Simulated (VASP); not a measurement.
Method: r2SCAN+rVV10, VASP's PBE PAW potentials (set 64) (plane waves; VASP).

The input files of a VASP run:

POSCAR:
```
Gd
1.0
  1.8150000000  -3.1436720000   0.0000000000
  1.8150000000   3.1436720000   0.0000000000
  0.0000000000   0.0000000000   5.7800000000
Gd
2
Cartesian
  1.8150000000   1.0478927624   1.4450000000
  1.8150000000  -1.0478927624   4.3350000000
```

File KPOINTS:
```
Automatic mesh
0
Gamma
10 10 6
0 0 0
```

### INCAR
```
LMAXMIX = 6
EDIFF = 1E-6   ! SCF stop (eV)
LCHARG = F
EDIFFG = -0.01
SYSTEM = Gd
IBRION = 2
ISIF = 3
LASPH = T   ! aspherical one-centre terms
ISMEAR = 1   ! Methfessel-Paxton
BPARAM = 11.95
ENCUT = 520   ! plane-wave cut-off (eV)
ALGO = Normal   ! blocked Davidson
LMIXTAU = T
CPARAM = 0.0093
LUSE_VDW = T
LWAVE = F
LREAL = F
METAGGA = R2SCAN
PREC = Accurate
NSW = 60
SIGMA = 0.1   ! width (eV)
NELM = 100   ! most electronic steps
```

POTCAR, in this order: Gd_3 (PBE.64 set). Program: vasp_std.

The 4f electrons are frozen in the core of the lanthanide potential, so 4f levels, which can set the real gap, and their magnetism are missing.

**Question.** What does the run give for the energy per atom (σ→0), volume per atom, band gap (on the k-mesh)?

**Answer.** 
```
Property                                                    Result
------------------------  ----------------------------------------
energy per atom (σ→0)                              -30.360 eV/atom
band gap (on the k-mesh)  none (metal, semimetal or under 0.01 eV)
volume per atom                                      32.89 Å³/atom
```

File OSZICAR:
```
...
DAV:   5    -0.607197146333E+02   -0.67844E-04   -0.49286E-04  1714   0.208E-01    0.505E-02
DAV:   6    -0.607196646757E+02    0.49958E-04   -0.31570E-04  1506   0.185E-01    0.248E-02
DAV:   7    -0.607197083713E+02   -0.43696E-04   -0.13187E-04  1496   0.125E-01    0.169E-02
DAV:   8    -0.607197106333E+02   -0.22620E-05   -0.10621E-05  2394   0.252E-02    0.980E-03
DAV:   9    -0.607197127847E+02   -0.21514E-05   -0.10877E-06  1076   0.107E-02    0.742E-03
DAV:  10    -0.607197109861E+02    0.17985E-05   -0.58053E-07   833   0.747E-03    0.371E-03
DAV:  11    -0.607197112225E+02   -0.23633E-06   -0.61499E-08   783   0.244E-03
   4 F= -.60719711E+02 E0= -.60720243E+02  d E =-.168354E-02
```

The compound is Gd in the hcp structure. This run relaxes it. Symmetry was kept, so distortions that lower it aren't found.
